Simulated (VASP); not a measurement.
Data:

```xyz
3
Lattice="4.0469 0.0000 0.0000 -2.0235 3.5047 0.0000 0.0000 0.0000 4.2553" Properties=species:S:1:pos:R:3 pbc="T T T"
Eu     0.0000     0.0000     0.0000
Si     2.0235     1.1682     2.1277
Si     0.0000     2.3365     2.1277
```

These are PBEsol GGA, VASP's PBE PAW potentials (set 64) (plane waves; VASP) values and carry that method's errors. Run with 400 eV cut-off, 8×8×7 Γ-centred mesh, first-order Methfessel-Paxton smearing of 0.10 eV, potentials Eu_2 Si.

The 4f electrons are frozen in the core of the lanthanide potential, so 4f levels, which can set the real gap, and their magnetism are missing.

Problem. Predict the energy per atom (σ→0), band gap (on the k-mesh) with the smallest direct gap where there is one.

Solution. 
| Item | Result |
|---|---|
| band gap (on the k-mesh) | none (metal, semimetal or under 0.01 eV) |
| energy per atom (σ→0) | -5.108 eV/atom |

Only differences to runs with the same potentials and settings are physical.

The structure comes from a computed database's EuSi2 entry (P6/mmm); how it stands against other phases isn't given here. It was relaxed first. The start is the result of an earlier pass.
